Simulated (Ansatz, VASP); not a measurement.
# Mo (Mo(100)) in two plane-wave programs, part 2 of 2

Aim: how closely do two programs agree when they are given the same cell, functional and k mesh? Of the first pair: The structure shown is the start of the Ansatz relaxation below; VASP solves that cell, so the two are compared at the walk's first step.

VASP 6.6.1 and Ansatz 0.2.0.

So far: The starting structure; Ansatz: relaxation, PBE.

**3. VASP: single point, PBE, start cell, pair 1**

Level of this step: PBE; plane waves and PAW (Mo_sv) (VASP).

The same cell, functional, mesh and smearing now go to VASP, with its own data sets.

Lines of VASP's logs that name or quote its potential files are left out, and so is its time.

INCAR reads:

```
SYSTEM = Mo
PREC = Accurate
ENCUT = 400
EDIFF = 1E-06
NELM = 120
ISMEAR = -1
SIGMA = 0.1
LREAL = .FALSE.
ALGO = Normal
GGA = PE
NBANDS = 43
LASPH = .TRUE.
LORBIT = 11
LWAVE = .FALSE.
LCHARG = .FALSE.
ISIF = 2
LDIPOL = .TRUE.
IDIPOL = 3
DIPOL = 0.5 0.5 0.5
LVHAR = .TRUE.
GGA_COMPAT = .FALSE.
NELMDL = -8
KPAR = 2
```

POSCAR reads:

```
Mo
1.0
    3.1500000000      0.0000000000      0.0000000000
    0.0000000000      3.1500000000      0.0000000000
    0.0000000000      0.0000000000     24.3000000000
Mo
5
Direct
    0.0000000000      0.0000000000      0.3703703704
    0.5000000000      0.5000000000      0.4351851852
    0.0000000000      0.0000000000      0.5000000000
    0.5000000000      0.5000000000      0.5648148148
    0.0000000000      0.0000000000      0.6296296296
```

KPOINTS reads:

```
Automatic mesh
0
Gamma
10 10 1
0 0 0
```

The projector-augmented-wave data sets are Mo_sv (PBE family, release 64).

The run is started by

```sh
> mpirun -np 2 vasp_std
```

Numbers of over 12 decimals in the logs are rounded to 6 here.

Log:

```text
[banner, memory and clock lines left out]
running    2 mpi-ranks, on    1 nodes
 distrk:  each k-point on    1 cores,    2 groups
 distr:  one band on    1 cores,    1 groups

 POSCAR found type information on POSCAR Mo
 POSCAR found :  1 types and       5 ions
 LDA part: xc-table for (Slater+PW92), standard interpolation
 POSCAR, INCAR and KPOINTS ok, starting setup
 FFT: planning ... GRIDC
 FFT: planning ... GRID_SOFT
 FFT: planning ... GRID
 WAVECAR not read
 entering main loop
       N       E                     dE             d eps       ncg     rms          rms(c)
DAV:   1     0.574595083350E+03    0.57460E+03   -0.41463E+04  2534   0.120E+03
DAV:   2    -0.342574926339E+02   -0.60885E+03   -0.59571E+03  2102   0.393E+02
DAV:   3    -0.548110139009E+02   -0.20554E+02   -0.19937E+02  2357   0.602E+01
DAV:   4    -0.555909456492E+02   -0.77993E+00   -0.76496E+00  2468   0.870E+00
DAV:   5    -0.556170522201E+02   -0.26107E-01   -0.25937E-01  2421   0.135E+00
DAV:   6    -0.556178794315E+02   -0.82721E-03   -0.82446E-03  2497   0.212E-01
DAV:   7    -0.556179102887E+02   -0.30857E-04   -0.30758E-04  2302   0.372E-02
DAV:   8    -0.556179118650E+02   -0.15763E-05   -0.15667E-05  1913   0.674E-03    0.276E+01
DAV:   9    -0.581790910861E+02   -0.25612E+01   -0.71731E+01  2356   0.323E+01    0.208E+01
DAV:  10    -0.608018620614E+02   -0.26228E+01   -0.15812E+02  2406   0.405E+01    0.216E+01
DAV:  11    -0.511490986784E+02    0.96528E+01   -0.87989E+01  2390   0.244E+01    0.653E+00
DAV:  12    -0.505514104657E+02    0.59769E+00   -0.36397E+00  2294   0.822E+00    0.355E+00
DAV:  13    -0.505473971778E+02    0.40133E-02   -0.25107E-01  2302   0.184E+00    0.337E+00
DAV:  14    -0.504795991452E+02    0.67798E-01   -0.13232E-01  2294   0.234E+00    0.156E+00
[...]
DAV:  20    -0.504614652244E+02   -0.19073E-03   -0.20616E-04  2268   0.682E-02    0.338E-02
DAV:  21    -0.504615713223E+02   -0.10610E-03   -0.14744E-04  2191   0.705E-02    0.276E-02
DAV:  22    -0.504616073114E+02   -0.35989E-04   -0.42410E-05  2206   0.421E-02    0.997E-03
DAV:  23    -0.504616446218E+02   -0.37310E-04   -0.11236E-05  2285   0.203E-02    0.102E-02
DAV:  24    -0.504616611153E+02   -0.16494E-04   -0.86651E-06  1936   0.180E-02    0.289E-03
DAV:  25    -0.504616674447E+02   -0.63294E-05   -0.84128E-07  1247   0.444E-03    0.115E-03
DAV:  26    -0.504616693648E+02   -0.19200E-05   -0.36659E-07  1199   0.239E-03    0.525E-04
DAV:  27    -0.504616699807E+02   -0.61591E-06   -0.73358E-08  1101   0.108E-03
   1 F= -.50461670E+02 E0= -.50342831E+02  d E =-.237677E+00
```

OUTCAR, selected parts (step 3):

```text
ion  position               nearest neighbor table
   1  0.000  0.000  0.370-   2 2.73   2 2.73   2 2.73   2 2.73   3 3.15
   2  0.500  0.500  0.435-   1 2.73   1 2.73   1 2.73   1 2.73   3 2.73   3 2.73   3 2.73   3 2.73
                             4 3.15
   3  0.000  0.000  0.500-   2 2.73   4 2.73   2 2.73   4 2.73   2 2.73   4 2.73   2 2.73   4 2.73
                             1 3.15   5 3.15
   4  0.500  0.500  0.565-   5 2.73   5 2.73   5 2.73   5 2.73   3 2.73   3 2.73   3 2.73   3 2.73
                             2 3.15
   5  0.000  0.000  0.630-   4 2.73   4 2.73   4 2.73   4 2.73   3 3.15

  LATTYP: Found a simple tetragonal cell.
 ALAT       =     3.1500000000
 C/A-ratio  =     7.7142857143

 Subroutine GETGRP returns: Found 16 space group operations
 (whereof 16 operations were pure point group operations)

The static configuration has the point symmetry D_4h.

 Found     21 irreducible k-points:

   k-points           NKPTS =     21   k-points in BZ     NKDIM =     21   number of bands    NBANDS=     43

   dimension x,y,z NGX =    24 NGY =   24 NGZ =  160
   dimension x,y,z NGXF=    48 NGYF=   48 NGZF=  320

   ENCUT  =  400.0 eV  29.40 Ry    5.42 a.u.   5.14  5.14 39.63*2*pi/ulx,y,z

   NELECT =      70.0000    total number of electrons

 k-points in reciprocal lattice and weights: Automatic mesh
   0.00000000  0.00000000  0.00000000       0.010
   0.10000000  0.00000000  0.00000000       0.040
   0.20000000  0.00000000  0.00000000       0.040
   0.30000000  0.00000000  0.00000000       0.040
   0.40000000  0.00000000  0.00000000       0.040
   0.50000000  0.00000000  0.00000000       0.020
   0.10000000  0.10000000  0.00000000       0.040
   0.20000000  0.10000000  0.00000000       0.080
   0.30000000  0.10000000  0.00000000       0.080
[...]
0.50000000  0.40000000  0.00000000       0.040
   0.50000000  0.50000000  0.00000000       0.010

 dipolmoment           0.000000      0.000000      0.000000 electrons x Angstroem

 average (electrostatic) potential at core
       1 -80.1072       2 -80.2044       3 -80.3896       4 -80.2044       5 -80.1072

 E-fermi :   1.4549

 k-point     1 :       0.0000    0.0000    0.0000
  band No.  band energies     occupation
    ...
     35       1.3746      1.38134
     36       1.3905      1.31133
     37       1.4396      1.07634
     38       1.4396      1.07634
     39       1.5120      0.72189
     40       2.5627      0.00003
     41       2.7614      0.00000
     42       2.8727      0.00000
     43       2.8727      0.00000

 k-point     2 :       0.1000    0.0000    0.0000
  band No.  band energies     occupation
    ...
     33       0.8677      1.99438
     34       0.8910      1.99291
     35       0.9516      1.98704
     36       1.3740      1.38389
     37       1.4359      1.09457
     38       2.0390      0.00579
     39       2.0564      0.00487
     40       2.1757      0.00148
     41       2.5060      0.00005
     42       2.8560      0.00000
    ...

 k-point     3 :       0.2000    0.0000    0.0000
  band No.  band energies     occupation
    ...
     31       0.0355      2.00000
     32       0.6608      1.99929
     33       0.6676      1.99924
     34       0.6944      1.99900
     35       0.7276      1.99861
     36       1.8260      0.04774
     37       1.8650      0.03256
     38       1.9844      0.00998
     39       2.2325      0.00084
     40       2.4547      0.00009
    ...

  Total       -6.7841746     -6.7841746     -4.3732530      0.0000000     -0.0000000      0.0000000
  in kB      -45.0796167    -45.0796167    -29.0594774      0.0000000     -0.0000000      0.0000000
  external PRESSURE =     -39.7395703 kB  Pullay stress =       0.0000000 kB

  energy-cutoff  :      400.00
  volume of cell :      241.12
      direct lattice vectors                 reciprocal lattice vectors
     3.150000000  0.000000000  0.000000000     0.317460317  0.000000000  0.000000000
     0.000000000  3.150000000  0.000000000     0.000000000  0.317460317  0.000000000
     0.000000000  0.000000000 24.300000000     0.000000000  0.000000000  0.041152263

 POSITION                                       TOTAL-FORCE (eV/Angst)
 -----------------------------------------------------------------------------------
      0.00000      0.00000      9.00000         0.000000     -0.000000      1.229465
      1.57500      1.57500     10.57500        -0.000000      0.000000     -1.232783
      0.00000      0.00000     12.15000         0.000000     -0.000000     -0.000000
      1.57500      1.57500     13.72500        -0.000000      0.000000      1.232783
      0.00000      0.00000     15.30000         0.000000     -0.000000     -1.229465
 -----------------------------------------------------------------------------------
    total drift:                                0.000000     -0.000000      0.000000

  FREE ENERGIE OF THE ION-ELECTRON SYSTEM (eV)
  ---------------------------------------------------
  free  energy   TOTEN  =       -50.4616699807 eV

  energy  without entropy=      -50.2239927083  energy(sigma->0) =      -50.34283134

 vacuum level on the upper side and lower side of the slab         5.430         5.430

 total charge
# of ion       s       p       d       tot
------------------------------------------
    1        2.341   6.074   3.887  12.303
    2        2.382   6.196   3.905  12.483
    3        2.377   6.204   3.903  12.483
    4        2.382   6.196   3.905  12.483
    5        2.341   6.074   3.887  12.303
--------------------------------------------------
tot         11.822  30.745  19.487  62.054

[... 3 further parts left out ...]
```

**4. Side by side**

Known differences besides the potentials themselves: the cutoff is 420 eV in Ansatz and 400 eV in VASP. Total energies have different zeros and are not compared.

Forces (eV/Å; atoms numbered as in POSCAR):

```tsv
atom	Ansatz x, y, z	VASP x, y, z
Mo1	0.000, 0.000, 1.258	0.000, 0.000, 1.229
Mo2	0.000, 0.000, -1.224	0.000, 0.000, -1.233
Mo3	0.000, 0.000, 0.000	0.000, 0.000, 0.000
Mo4	0.000, 0.000, 1.224	0.000, 0.000, 1.233
Mo5	0.000, 0.000, -1.258	0.000, 0.000, -1.229
```

The forces differ by 11 meV/Å r.m.s., which is 1.7 % of the r.m.s. force of 0.636 eV/Å (both taken over all components). With vacuum in the cell, a pressure given here is an average over mostly empty space and none of the material.

**5. Ansatz: relaxation, PBE**

This run makes the geometry at which the two programs are then compared.

The structure compared here is the end of the Ansatz relaxation.

input.yaml reads:

```yaml
crystal:
  lattice:
    - [3.15, 0.0, 0.0]
    - [0.0, 3.15, 0.0]
    - [0.0, 0.0, 24.3]
  atoms:
    - { symbol: Mo, position: [0.0, 0.0, 0.3703703704] }
    - { symbol: Mo, position: [0.5, 0.5, 0.4351851852] }
    - { symbol: Mo, position: [0.0, 0.0, 0.5] }
    - { symbol: Mo, position: [0.5, 0.5, 0.5648148148] }
    - { symbol: Mo, position: [0.0, 0.0, 0.6296296296] }
kpoints:
  mp_grid: { grid: [10, 10, 1] }
hamiltonian:
  xc: pbe
scf:
  occupations: { method: fermi_dirac, width: 0.1 }
  convergence: { dr2_threshold: 1.0e-08 }
efield:
  axis: 3
  dipole_correction: true
  ramp_position: 0.97
  ramp_width: 0.06
relax:
  f_tol: 0.02
  max_steps: 60
  constraints: [{ sites: [0, 1] }]
output:
  write_potential: true
  write_density: true
  volumetric_format: npy
```

The run is started by

```sh
> ansatz run input.yaml --threads 4 --pin off --max-ram 12288MiB --backend cpu --events-out ev --progress --plain --runs-dir out
```

Log:

```text
[...]
Crystal: 5 atoms, lattice volume = 241.117 Å³
Basis set: ecut = 420 eV, 4761 PW (Γ), exchange–correlation on 48×48×360 points (8 copies of the dense FFT grid, shifted against one another)
Bands: 42, of which v1, the nominal top of the filled ones, is band 35 counted from 1 (34 counted from 0)
Symmetry: 8 space group operations
k-points: 21 of 100
[...]
--- Relaxed structure (5 steps of the walk, 5 accepted, 0 SCFs on fresh bases) ---
  F+E_penalty+E_count = -24775.99219688 eV   max|allowed force component| = 2.880e-3 eV/Å
  atoms:
    - { symbol: Mo, position: [0.0, 0.0, 0.3703703704] }
    - { symbol: Mo, position: [0.5, 0.5, 0.4351851852] }
    - { symbol: Mo, position: [0, 0.0, 0.498811] }
    - { symbol: Mo, position: [0.5, 0.5, 0.566478] }
    - { symbol: Mo, position: [0, 0.0, 0.623523] }
[key lines of the parts left out:]
SCF converged after 9 iterations
Free energy (F): -24775.992197 eV
Fermi energy:    4.231401 eV
Dipole field:    D = 0.003862 V/Å  (p = 0.005146 e·Å, saw-weighted, corrected)
Work function:   Φ+ = 3.8960 eV   Φ− = 3.9899 eV
```

**6. VASP: single point, PBE, relaxed cell, pair 2**

The same cell, functional, mesh and smearing now go to VASP, with its own data sets.

INCAR: that of step 3 with these lines changed.

```diff
@@ -18,3 +18,3 @@
 IDIPOL = 3
-DIPOL = 0.5 0.5 0.5
+DIPOL = 0.5 0.5 0.499
 LVHAR = .TRUE.
```

POSCAR reads:

```
Mo
1.0
    3.1500000000      0.0000000000      0.0000000000
    0.0000000000      3.1500000000      0.0000000000
    0.0000000000      0.0000000000     24.3000000000
Mo
5
Direct
    0.0000000000      0.0000000000      0.3703703704
    0.5000000000      0.5000000000      0.4351851852
    0.0000000000      0.0000000000      0.4988112156
    0.5000000000      0.5000000000      0.5664778200
    0.0000000000      0.0000000000      0.6235229230
```

KPOINTS is that of step 3.

The run is started by

```sh
> mpirun -np 2 vasp_std
```

Log:

```text
[... set-up lines as in an earlier step ...]
 entering main loop
       N       E                     dE             d eps       ncg     rms          rms(c)
DAV:   1     0.577707657258E+03    0.57771E+03   -0.41525E+04  2534   0.120E+03
DAV:   2    -0.346660996053E+02   -0.61237E+03   -0.59932E+03  2110   0.393E+02
DAV:   3    -0.549289843952E+02   -0.20263E+02   -0.19689E+02  2362   0.604E+01
DAV:   4    -0.555860604877E+02   -0.65708E+00   -0.64745E+00  2388   0.837E+00
[...]
DAV:  29    -0.505878041803E+02   -0.10496E-04   -0.31049E-06  1507   0.519E-03    0.330E-03
DAV:  30    -0.505878060247E+02   -0.18445E-05   -0.42646E-07  1224   0.233E-03    0.301E-03
DAV:  31    -0.505878068631E+02   -0.83834E-06   -0.46149E-07  1159   0.179E-03
   1 F= -.50587807E+02 E0= -.50474870E+02  d E =-.225874E+00
```

From OUTCAR (step 6):

```text
  Total       -4.5921968     -4.5921968     -1.9430788      0.0000000      0.0000000      0.0000000
  in kB      -30.5143199    -30.5143199    -12.9114083      0.0000000      0.0000000      0.0000000
  external PRESSURE =     -24.6466827 kB  Pullay stress =       0.0000000 kB

 POSITION                                       TOTAL-FORCE (eV/Angst)
 -----------------------------------------------------------------------------------
      0.00000      0.00000      9.00000         0.000000      0.000000      1.007179
      1.57500      1.57500     10.57500         0.000000      0.000000     -1.041792
      0.00000      0.00000     12.12111         0.000000      0.000000      0.004308
      1.57500      1.57500     13.76541         0.000000     -0.000000     -0.006069
      0.00000      0.00000     15.15161        -0.000000      0.000000      0.036374
 -----------------------------------------------------------------------------------
    total drift:                                0.000000     -0.000000      0.001518

  FREE ENERGIE OF THE ION-ELECTRON SYSTEM (eV)
  ---------------------------------------------------
  free  energy   TOTEN  =       -50.5878068631 eV

  energy  without entropy=      -50.3619331678  energy(sigma->0) =      -50.47487002

[... 2 parts as in an earlier step ...]

[... 1 further part left out ...]
[key lines of the parts left out:]
E-fermi :   1.4696
```

**7. Side by side**

The two programs side by side:

```tsv
quantity	Ansatz	VASP	difference
work function, lower of the two faces (eV)	3.90	3.90	0.00
work function, higher of the two faces (eV)	3.99	3.99	0.00
```

Forces (eV/Å; atoms numbered as in POSCAR):

```tsv
atom	Ansatz x, y, z	VASP x, y, z
Mo1	0.000, 0.000, 1.036	0.000, 0.000, 1.007
Mo2	0.000, 0.000, -1.031	0.000, 0.000, -1.042
Mo3	0.000, 0.000, -0.001	0.000, 0.000, 0.004
Mo4	0.000, 0.000, -0.001	0.000, 0.000, -0.006
Mo5	0.000, 0.000, -0.003	0.000, 0.000, 0.036
```

The forces differ by 13 meV/Å r.m.s., which is 3.5 % of the r.m.s. force of 0.374 eV/Å (both taken over all components). With vacuum in the cell, a pressure given here is an average over mostly empty space and none of the material.

**8. Outcome**

* r.m.s. force difference (single point, PBE, start cell, pair 1): 1.7 % of the r.m.s. force
* r.m.s. force difference (single point, PBE, relaxed cell, pair 2): 3.5 % of the r.m.s. force

**Reading.** The r.m.s. force difference is 3.5 % of the r.m.s. force (single point, PBE, relaxed cell, pair 2), beyond the 3 % picked in this series as the mark of a large difference. What causes the difference of the single point, PBE, relaxed cell, pair 2 pair stays open here. Such differences can come from data sets, numerical settings and the points named under the comparisons, not from the functional's error against experiment.

[Lines on the potential files, build, host, timing and source positions are cut from VASP's logs without a mark.]

[Logs are printed without paths, hosts, clocks, repeated set-up lines and the standing remarks that a program may print on its own settings, such as how far it seeks lower states.]

[Hosts, paths, dates, database ids (printed as entryN), source tags and the programs' standing remarks are cut or masked in the printed files.]
